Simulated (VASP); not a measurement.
Data:

```
FeNi3
1.0
    3.50384     0.00000     0.00000
    0.00000     3.50384     0.00000
    0.00000     0.00000     3.50384
Fe Ni
1 3
Direct
  0.00000   0.00000   0.00000
  0.00000   0.50000   0.50000
  0.50000   0.00000   0.50000
  0.50000   0.50000   0.00000
```
Starting moments (μB, in the order of the record's atoms Fe Ni Ni Ni): 3.2 0.7 0.7 0.7.

Calculation: r2SCAN+rVV10, VASP's PBE PAW potentials (set 64) (plane waves; VASP). Numerical set-up: 520 eV cut-off, 10×10×10 Γ-centred mesh, tetrahedra with Blöchl corrections, potentials Fe Ni.

Q: Give the spin-up energies of bands 11 to 24 at the high-symmetry points, in eV from the Fermi level.

A: 
```csv
band,Γ,X,M,R
11,-2.42,-3.60,-3.55,-3.18
12,-2.42,-2.66,-3.51,-3.18
13,-1.37,-2.66,-3.51,-1.50
14,-1.37,-2.56,-2.46,-1.50
15,-1.36,-2.24,-2.46,-1.46
16,-1.36,-2.24,-2.45,-1.46
17,-1.36,-2.14,-2.32,-1.46
18,-1.29,-2.09,-2.32,-1.33
19,-1.19,-2.05,-2.12,-1.33
20,-1.19,-1.51,-1.96,-1.33
21,-1.19,-1.37,0.34,-0.76
22,2.23,-1.19,0.39,-0.76
23,2.23,7.72,0.42,-0.76
24,2.23,7.72,0.42,-0.60
```

Q: Give the spin-down energies of bands 11 to 24 at the high-symmetry points, in eV from the Fermi level.

A: 
```
band      Γ      X      M      R
----  -----  -----  -----  -----
11    -0.83  -1.70  -2.45  -1.53
12    -0.83  -1.56  -1.81  -1.53
13    -0.02  -1.06  -1.52  -1.04
14     0.46  -1.01  -1.52  -1.04
15     0.46  -1.01  -1.33  -1.04
16     0.46  -0.60  -0.97  -0.90
17     1.29  -0.02  -0.58   0.16
18     1.29  -0.02   0.32   0.16
19     1.45   0.46   0.32   0.16
20     1.45   0.89   0.82   0.93
21     1.45   0.89   1.49   0.93
22     1.97   1.41   1.49   0.93
23     1.97   8.12   2.61   1.52
24     1.97   8.12   2.65   1.52
```

It has no gap at this level: it comes out as a metal or semimetal.

The compound is Ni3Fe in the L1_2 structure. It was relaxed first.
